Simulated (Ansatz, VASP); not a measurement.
**Cross-check of P between VASP and Ansatz**

One calculation is typed for both programs; each brings its own data sets. How far apart do they land? The cell is taken from a series of runs on this material, whose earlier steps may have relaxed, scaled, displaced or heated it; both programs get it as it stands.

Method: plane waves, with VASP 6.6.1 beside it; zone-centre phonons at PBE with D3(BJ), in Ansatz 0.2.0.

## (1) The starting structure

Symmetry: Cmce, No. 64, orthorhombic system. Conventional cell: a = 3.317 Å, b = 10.458 Å, c = 4.313 Å, α = 90.00°, β = 90.00°, γ = 90.00°. Nearest to P lie 3 P at 2.23 to 2.26 Å.

## (2) VASP: zone-centre phonons, PBE with D3(BJ)

Second derivatives magnify differences that forces hide, and they need a tight electronic threshold.

Lines of VASP's logs that name or quote its potential files are left out, and so is its time.

Contents of INCAR:

```
SYSTEM = P
PREC = Accurate
ENCUT = 500
EDIFF = 1E-08
NELM = 120
ISMEAR = 1
SIGMA = 0.2
LREAL = .FALSE.
ALGO = Normal
GGA = PE
IVDW = 12
NBANDS = 16
LORBIT = 11
LWAVE = .FALSE.
LCHARG = .FALSE.
ISIF = 2
IBRION = 6
NFREE = 2
POTIM = 0.015
NSW = 1
LASPH = .TRUE.
GGA_COMPAT = .FALSE.
KPAR = 2
```

Contents of POSCAR:

```
P
1.0
    1.6586512351     -5.2291212052      0.0000000000
    1.6586512351      5.2291212052      0.0000000000
    0.0000000000      0.0000000000      4.3127405693
P
4
Direct
    0.8969010229      0.1030989771      0.0774180246
    0.6030989771      0.3969010229      0.5774180246
    0.1030989771      0.8969010229      0.9225819754
    0.3969010229      0.6030989771      0.4225819754
```

Contents of KPOINTS:

```
Automatic mesh
0
Gamma
16 16 12
0 0 0
```

The projector-augmented-wave data sets are P (PBE family, release 64).

Run with:

```console
$ mpirun -np 2 vasp_std
```

Numbers of over 12 decimals in the logs are rounded to 6 here.

The log of the run:

```text
[banner, memory and clock lines left out]
running    2 mpi-ranks, on    1 nodes
 distrk:  each k-point on    1 cores,    2 groups
 distr:  one band on    1 cores,    1 groups

 POSCAR found type information on POSCAR P
 POSCAR found :  1 types and       4 ions
 LDA part: xc-table for (Slater+PW92), standard interpolation
 POSCAR, INCAR and KPOINTS ok, starting setup
 FFT: planning ... GRIDC
 FFT: planning ... GRID_SOFT
 FFT: planning ... GRID
 WAVECAR not read
 entering main loop
       N       E                     dE             d eps       ncg     rms          rms(c)
DAV:   1     0.570354666371E+02    0.57035E+02   -0.82293E+03 16352   0.103E+03
DAV:   2    -0.183477091762E+02   -0.75383E+02   -0.72795E+02 22408   0.159E+02
DAV:   3    -0.215619640161E+02   -0.32143E+01   -0.32019E+01 22432   0.352E+01
DAV:   4    -0.215943598567E+02   -0.32396E-01   -0.32388E-01 20536   0.423E+00
DAV:   5    -0.215949823532E+02   -0.62250E-03   -0.62246E-03 22608   0.543E-01    0.102E+01
DAV:   6    -0.214949003475E+02    0.10008E+00   -0.57208E-02 19480   0.136E+00    0.601E+00
DAV:   7    -0.214531263206E+02    0.41774E-01   -0.99452E-02 21120   0.184E+00    0.273E-01
DAV:   8    -0.214530628163E+02    0.63504E-04   -0.10144E-02 19112   0.633E-01    0.137E-01
DAV:   9    -0.214531311646E+02   -0.68348E-04   -0.41996E-04 22424   0.136E-01    0.714E-02
DAV:  10    -0.214531516057E+02   -0.20441E-04   -0.58709E-05 20480   0.451E-02    0.296E-02
DAV:  11    -0.214531597980E+02   -0.81923E-05   -0.12005E-05 20000   0.264E-02    0.988E-03
DAV:  12    -0.214531601746E+02   -0.37658E-06   -0.47495E-07 21496   0.448E-03    0.222E-03
DAV:  13    -0.214531601135E+02    0.61123E-07   -0.13972E-07 19784   0.248E-03    0.704E-04
DAV:  14    -0.214531601534E+02   -0.39947E-07   -0.10727E-08 13008   0.654E-04    0.315E-04
DAV:  15    -0.214531601664E+02   -0.12947E-07   -0.30406E-09 10352   0.411E-04    0.194E-04
DAV:  16    -0.214531601627E+02    0.36971E-08   -0.29217E-10 10136   0.123E-04
   1 F= -.22949902E+02 E0= -.22950203E+02  d E =0.902084E-03
[...]
2 F= -.22948681E+02 E0= -.22948983E+02  d E =0.904561E-03
[...]
3 F= -.22948681E+02 E0= -.22948983E+02  d E =0.904561E-03
[...]
4 F= -.22948277E+02 E0= -.22948583E+02  d E =0.917922E-03
[...]
5 F= -.22949550E+02 E0= -.22949848E+02  d E =0.892071E-03
[...]
6 F= -.22949055E+02 E0= -.22949360E+02  d E =0.914247E-03
 Finite differences progress:
  Degree of freedom:   3/  3
  Displacement:        1/  2
  Total:               5/  6
 bond charge predicted
       N       E                     dE             d eps       ncg     rms          rms(c)
DAV:   1    -0.214495207767E+02    0.28696E-02   -0.35266E-01 27200   0.323E+00    0.352E-01
DAV:   2    -0.214510874477E+02   -0.15667E-02   -0.17779E-02 37656   0.841E-01    0.948E-02
DAV:   3    -0.214510414951E+02    0.45953E-04   -0.30377E-04 31744   0.120E-01    0.553E-02
DAV:   4    -0.214510367496E+02    0.47455E-05   -0.68638E-05 36608   0.495E-02    0.285E-02
DAV:   5    -0.214510373907E+02   -0.64119E-06   -0.68205E-06 33496   0.165E-02    0.145E-02
DAV:   6    -0.214510372552E+02    0.13555E-06   -0.10857E-06 34304   0.621E-03    0.401E-03
DAV:   7    -0.214510373160E+02   -0.60839E-07   -0.25584E-07 35472   0.283E-03    0.803E-04
DAV:   8    -0.214510373342E+02   -0.18221E-07   -0.14732E-08 19008   0.786E-04    0.413E-04
DAV:   9    -0.214510373432E+02   -0.89615E-08   -0.26762E-09 16344   0.341E-04
   7 F= -.22947849E+02 E0= -.22948148E+02  d E =0.898170E-03
 Finite differences progress:
  Degree of freedom:   3/  3
  Displacement:        2/  2
  Total:               6/  6
```

OUTCAR, selected parts (step 2):

```text
ion  position               nearest neighbor table
   1  0.897  0.103  0.077-   4 2.23   4 2.23   3 2.26
   2  0.603  0.397  0.577-   3 2.23   3 2.23   4 2.26
   3  0.103  0.897  0.923-   2 2.23   2 2.23   1 2.26
   4  0.397  0.603  0.423-   1 2.23   1 2.23   2 2.26

  LATTYP: Found a base centered orthorhombic cell.
 ALAT       =     3.3173024702
 B/A-ratio  =     3.1526345591
 C/A-ratio  =     1.3000745660

 Subroutine GETGRP returns: Found  8 space group operations
 (whereof  4 operations were pure point group operations)

The static configuration has the point symmetry C_2h.
 The point group associated with its full space group is D_2h.

 Found    511 irreducible k-points:

   k-points           NKPTS =    511   k-points in BZ     NKDIM =    511   number of bands    NBANDS=     16

   dimension x,y,z NGX =    40 NGY =   40 NGZ =   32
   dimension x,y,z NGXF=    80 NGYF=   80 NGZF=   64

   ENCUT  =  500.0 eV  36.75 Ry    6.06 a.u.  10.00 10.00  7.86*2*pi/ulx,y,z

   NELECT =      20.0000    total number of electrons

 k-points in reciprocal lattice and weights: Automatic mesh
   0.00000000  0.00000000  0.00000000       0.000
   0.06250000 -0.00000000  0.00000000       0.001
   0.12500000 -0.00000000  0.00000000       0.001
   0.18750000 -0.00000000  0.00000000       0.001
   0.25000000 -0.00000000  0.00000000       0.001
   0.31250000  0.00000000  0.00000000       0.001
   0.37500000 -0.00000000  0.00000000       0.001
   0.43750000 -0.00000000  0.00000000       0.001
   0.50000000 -0.00000000  0.00000000       0.001
[...]
15      11.8089      0.00000
    ...

 k-point     3 :       0.1250   -0.0000    0.0000
  band No.  band energies     occupation
    ...
      6       1.9427      2.00000
      7       2.0104      2.00000
      8       3.8008      2.00000
      9       3.9803      2.00000
     10       5.5677      2.00000
     11       7.8160     -0.00000
     12       9.0596     -0.00000
     13       9.3020     -0.00000
     14      10.0012     -0.00000
     15      11.1450      0.00000
    ...

 k-point     4 :       0.1875   -0.0000    0.0000
  band No.  band energies     occupation
    ...
      6       1.4968      2.00000
      7       2.1436      2.00000
      8       3.6541      2.00000
      9       4.0722      2.00000
     10       5.6192      2.00000
     11       7.9524     -0.00000
     12       8.4451     -0.00000
     13      10.0035     -0.00000
     14      10.3671     -0.00000
     15      10.4959     -0.00000
    ...

 k-point     5 :       0.2500   -0.0000    0.0000
  band No.  band energies     occupation
    ...
      6       1.1792      2.00000
      7       2.4054      2.00000
      8       3.6432      2.00000
      9       4.1588      2.00000
     10       5.5458      2.00000
     11       7.5339     -0.00000
     12       8.5320     -0.00000
     13       9.1866     -0.00000
     14       9.5948     -0.00000
     15      10.4857     -0.00000
    ...

 Edisp (eV)   -1.49681

  Total      -0.84682    -0.77594    -0.99023     0.00000     0.08430     0.00000
  in kB     -18.13575   -16.61778   -21.20707     0.00000     1.80533     0.00000
  external pressure =      -18.65 kB  Pullay stress =        0.00 kB

  energy-cutoff  :      500.00
  volume of cell :       74.81
      direct lattice vectors                 reciprocal lattice vectors
     1.658651235 -5.229121205  0.000000000     0.301449750 -0.095618361  0.000000000
     1.658651235  5.229121205  0.000000000     0.301449750  0.095618361  0.000000000
     0.000000000  0.000000000  4.312740569     0.000000000  0.000000000  0.231871123

 POSITION                                       TOTAL-FORCE (eV/Angst)
 -----------------------------------------------------------------------------------
      1.65865     -4.15089      0.31888         0.000000     -0.037205      0.231583
      1.65865     -1.07823      2.49025         0.000000      0.029703      0.010962
      1.65865      4.15089      3.97886         0.000000      0.037418     -0.052769
      1.65865      1.07823      1.82249         0.000000     -0.029916     -0.189776
 -----------------------------------------------------------------------------------
    total drift:                                0.000000      0.000005     -0.000078

  FREE ENERGIE OF THE ION-ELECTRON SYSTEM (eV)
  ---------------------------------------------------
  free  energy   TOTEN  =       -22.9478487109 eV

  energy  without entropy=      -22.9487468811  energy(sigma->0) =      -22.94814810

 Eigenvectors and eigenvalues of the dynamical matrix
 ----------------------------------------------------

   1 f  =   13.808911 THz    86.763945 2PiTHz  460.615679 cm-1    57.109040 meV
             X         Y         Z           dx          dy          dz
      1.658651 -4.150887  0.333884    -0.000000    0.000005   -0.500000
      1.658651 -1.078234  2.490254     0.000000    0.000005    0.500000
      1.658651  4.150887  3.978857    -0.000000    0.000005   -0.500000
      1.658651  1.078234  1.822486     0.000000    0.000005    0.500000

   2 f  =   13.380622 THz    84.072927 2PiTHz  446.329503 cm-1    55.337781 meV
             X         Y         Z           dx          dy          dz
      1.658651 -4.150887  0.333884     0.000000    0.157952    0.474396
      1.658651 -1.078234  2.490254     0.000000   -0.157952    0.474396
      1.658651  4.150887  3.978857    -0.000000   -0.157952   -0.474396
      1.658651  1.078234  1.822486    -0.000000    0.157952   -0.474396

   3 f  =   12.603042 THz    79.187249 2PiTHz  420.392232 cm-1    52.121970 meV
             X         Y         Z           dx          dy          dz
      1.658651 -4.150887  0.333884     0.500000   -0.000000    0.000000
      1.658651 -1.078234  2.490254     0.500000   -0.000000   -0.000000
      1.658651  4.150887  3.978857    -0.500000    0.000000    0.000000
      1.658651  1.078234  1.822486    -0.500000    0.000000    0.000000

   4 f  =   12.369253 THz    77.718310 2PiTHz  412.593878 cm-1    51.155098 meV
             X         Y         Z           dx          dy          dz
      1.658651 -4.150887  0.333884    -0.500000   -0.000000    0.000000
      1.658651 -1.078234  2.490254     0.500000   -0.000000   -0.000000
      1.658651  4.150887  3.978857    -0.500000    0.000000   -0.000000
      1.658651  1.078234  1.822486     0.500000    0.000000    0.000000

   5 f  =   12.286589 THz    77.198915 2PiTHz  409.836492 cm-1    50.813226 meV
             X         Y         Z           dx          dy          dz
      1.658651 -4.150887  0.333884     0.000000   -0.498628    0.037013
      1.658651 -1.078234  2.490254    -0.000000   -0.498628   -0.037013
      1.658651  4.150887  3.978857     0.000000    0.498628   -0.037013
      1.658651  1.078234  1.822486    -0.000000    0.498628    0.037013

   6 f  =   10.504697 THz    66.002959 2PiTHz  350.398979 cm-1    43.443917 meV
             X         Y         Z           dx          dy          dz
      1.658651 -4.150887  0.333884    -0.000000    0.474396   -0.157952
      1.658651 -1.078234  2.490254     0.000000   -0.474396   -0.157952
      1.658651  4.150887  3.978857    -0.000000   -0.474396    0.157952
      1.658651  1.078234  1.822486     0.000000    0.474396    0.157952

   7 f  =    6.589751 THz    41.404627 2PiTHz  219.810433 cm-1    27.253008 meV
             X         Y         Z           dx          dy          dz
      1.658651 -4.150887  0.333884     0.000000    0.037013    0.498628
      1.658651 -1.078234  2.490254    -0.000000    0.037013   -0.498628
      1.658651  4.150887  3.978857    -0.000000   -0.037013   -0.498628
      1.658651  1.078234  1.822486     0.000000   -0.037013    0.498628

   8 f  =    5.547472 THz    34.855796 2PiTHz  185.043756 cm-1    22.942491 meV
             X         Y         Z           dx          dy          dz
      1.658651 -4.150887  0.333884     0.500000    0.000000   -0.000000
      1.658651 -1.078234  2.490254    -0.500000   -0.000000   -0.000000
      1.658651  4.150887  3.978857    -0.500000   -0.000000    0.000000
      1.658651  1.078234  1.822486     0.500000   -0.000000   -0.000000

   9 f  =    3.138735 THz    19.721256 2PiTHz  104.696944 cm-1    12.980761 meV
             X         Y         Z           dx          dy          dz
      1.658651 -4.150887  0.333884     0.000000    0.500000    0.000101
      1.658651 -1.078234  2.490254     0.000000   -0.500000    0.000101
      1.658651  4.150887  3.978857     0.000000    0.500000    0.000101
      1.658651  1.078234  1.822486     0.000000   -0.500000    0.000101

  10 f/i=    0.000000 THz     0.000001 2PiTHz    0.000005 cm-1     0.000001 meV
             X         Y         Z           dx          dy          dz
      1.658651 -4.150887  0.333884     0.500000    0.000000   -0.000000
      1.658651 -1.078234  2.490254     0.500000    0.000000   -0.000000
      1.658651  4.150887  3.978857     0.500000    0.000000   -0.000000
      1.658651  1.078234  1.822486     0.500000    0.000000   -0.000000

  11 f/i=    0.000135 THz     0.000851 2PiTHz    0.004519 cm-1     0.000560 meV
             X         Y         Z           dx          dy          dz
      1.658651 -4.150887  0.333884    -0.000000    0.500000    0.000005
      1.658651 -1.078234  2.490254    -0.000000    0.500000   -0.000005
      1.658651  4.150887  3.978857    -0.000000    0.500000    0.000005
      1.658651  1.078234  1.822486    -0.000000    0.500000   -0.000005

  12 f/i=    0.000635 THz     0.003992 2PiTHz    0.021192 cm-1     0.002627 meV
             X         Y         Z           dx          dy          dz
      1.658651 -4.150887  0.333884    -0.000000    0.000101   -0.500000
      1.658651 -1.078234  2.490254    -0.000000   -0.000101   -0.500000
      1.658651  4.150887  3.978857    -0.000000    0.000101   -0.500000
      1.658651  1.078234  1.822486    -0.000000   -0.000101   -0.500000

 ELASTIC MODULI CONTR FROM IONIC RELAXATION (kBar)
 Direction    XX          YY          ZZ          XY          YZ          ZX
 --------------------------------------------------------------------------------
 XX         -99.1277   -179.1387   -279.5626      0.0000      0.0000     -0.0000
 YY        -179.1387  -1249.3622   -248.6110      0.0000     -0.0000     -0.0000
 ZZ        -279.5626   -248.6110   -859.5643      0.0000      0.0000     -0.0000
 XY           0.0000      0.0000      0.0000   -380.2867      0.0000     -0.0000
 YZ           0.0000     -0.0000      0.0000      0.0000   -485.9207      0.0000
 ZX          -0.0000     -0.0000     -0.0000     -0.0000      0.0000   -557.9464
 --------------------------------------------------------------------------------

 total charge
# of ion       s       p       d       tot
------------------------------------------
    1        1.085   1.370   0.000   2.455
    2        1.085   1.370   0.000   2.455
    3        1.085   1.370   0.000   2.455
    4        1.085   1.370   0.000   2.455
--------------------------------------------------
tot          4.341   5.479   0.000   9.821

[... 1 further part left out ...]
```

Levels, forces or a CONTCAR printed for this step are those of its last displaced cell, not of the structure at rest.

[end of part 1 of 2]

[Lines on the potential files, build, host, timing and source positions are cut from VASP's logs without a mark.]

[Logs are printed without paths, hosts, clocks, repeated set-up lines and the standing remarks that a program may print on its own settings, such as how far it seeks lower states.]

[Hosts, paths, dates, database ids (printed as entryN), source tags and the programs' standing remarks are cut or masked in the printed files.]
